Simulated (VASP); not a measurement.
Here is the system:

```
CELL_PARAMETERS angstrom
      1.74347    -3.01978     0.00000
      1.74347     3.01978     0.00000
      0.00000     0.00000     5.86555
ATOMIC_POSITIONS crystal
  Ti 0.00000 0.00000 0.00000
  Se 0.33333 0.66667 0.26432
  Se 0.66667 0.33333 0.73568
```

Method: PBE GGA with D3 dispersion (Becke-Johnson damping), VASP's PBE PAW potentials (set 64) (plane waves; VASP 6.6.1). Numerical set-up: 520 eV cut-off, 11×11×6 Γ-centred mesh, tetrahedra with Blöchl corrections, potentials Ti_sv Se.

### Question
Estimate the energy per atom (σ→0), band gap (on the k-mesh) with the smallest direct gap where there is one.

### Answer

```yaml
band gap (on the k-mesh): none (metal, semimetal or under 0.01 eV)
energy per atom (σ→0): -626.4 kJ/mol of atoms
```

The absolute energy has meaning only against runs of the same code, potentials and settings.

The compound is TiSe2 in the 1T layered structure. It was relaxed first, which changed the volume by -5 %.
